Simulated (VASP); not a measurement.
Runs of VASP 6.6.1 on Mg3GeSe. It takes space group Pm-3m (No. 221, cubic). Conventional cell: a = 4.961 Å, b = 4.961 Å, c = 4.961 Å, α = 90.00°, β = 90.00°, γ = 90.00°. Ge (site symmetry m-3m) is surrounded by 12 Mg at 3.51 Å. Se (site symmetry m-3m) has 6 Mg at 2.48 Å as nearest neighbours. Mg (site symmetry 4/mmm) is surrounded by 2 Se at 2.48 Å. The cell comes from a database or a generator and needn't be the stable form of this composition.

```tsv
cell	gap on the mesh (eV)	pressure (GPa)
Pm-3m, 24.43 Å³/atom	0.09	(b)
Pm-3m, 31.49 Å³/atom	none	(a)
Pm-3m, 30.02 Å³/atom	none	-5.1
Pm-3m, 24.01 Å³/atom	0.11	0.6
```

Alike in all rows: task single point; level PBE; potentials or basis VASP PAW PBE potentials, release 64 (Ge_d, Se, Mg); no spin polarisation; k mesh 4 × 4 × 4; cutoff (eV) 520; smearing gaussian 0.05 eV.

Fill in the values left out.

(a) -5.7; (b) -0.1.

A k mesh can miss the band edges, and the runs leave out spin-orbit coupling on Ge, Se.

A gap of «none» marks a metal or a gap under the smearing width.
